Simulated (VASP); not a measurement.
```
CELL_PARAMETERS angstrom
     -1.65000     1.65000     1.65000
      1.65000    -1.65000     1.65000
      1.65000     1.65000    -1.65000
ATOMIC_POSITIONS crystal
  Nb 0.00000 0.00000 0.00000
```

The base run (VASP): PBE GGA, plane waves, VASP's PBE PAW potentials (set 64). Run with 400 eV cut-off, 14×14×14 Γ-centred mesh, first-order Methfessel-Paxton smearing of 0.10 eV, potentials Nb_sv.

One setting is varied; ΔE counts from the most expensive setting. The base run took about 6 core-seconds. Times come from single runs on busy shared machines, so they are rough: good to a factor of about 2.

The base run's pressure lies -0.65 GPa from that at 700 eV (Pulay error).

```json
[
 {"setting": "KPOINTS 3×3×3 Γ-centred mesh", "cost over the base run": "about 1/4", "electronic steps": "12", "ΔE (meV/atom)": "-91.4", "pressure (GPa)": "-1.27"},
 {"setting": "KPOINTS 9×9×9 Γ-centred mesh", "cost over the base run": "about 1/2", "electronic steps": "12", "ΔE (meV/atom)": "-8.2", "pressure (GPa)": "0.24"},
 {"setting": "KPOINTS 11×11×11 Γ-centred mesh", "cost over the base run": "within a factor of 2", "electronic steps": "12", "ΔE (meV/atom)": "10.6", "pressure (GPa)": "1.54"},
 {"setting": "KPOINTS 13×13×13 Γ-centred mesh", "cost over the base run": "within a factor of 2", "electronic steps": "12", "ΔE (meV/atom)": "-6.9", "pressure (GPa)": "0.04"},
 {"setting": "base run", "cost over the base run": "reference", "electronic steps": "12", "ΔE (meV/atom)": "5.3", "pressure (GPa)": "0.83"},
 {"setting": "KPOINTS 17×17×17 Γ-centred mesh", "cost over the base run": "within a factor of 2", "electronic steps": "12", "ΔE (meV/atom)": "0.7", "pressure (GPa)": "0.39"},
 {"setting": "KPOINTS 19×19×19 Γ-centred mesh", "cost over the base run": "within a factor of 2", "electronic steps": "12", "ΔE (meV/atom)": "-1.2", "pressure (GPa)": "0.65"},
 {"setting": "KPOINTS 20×20×20 Γ-centred mesh", "cost over the base run": "about 2 times", "electronic steps": "12", "ΔE (meV/atom)": "0.0", "pressure (GPa)": "0.51"}
]
```

Left out are runs that failed, have no time on record or changed the cell.

The compound is Nb in the bcc structure. The cell was not relaxed at this level.
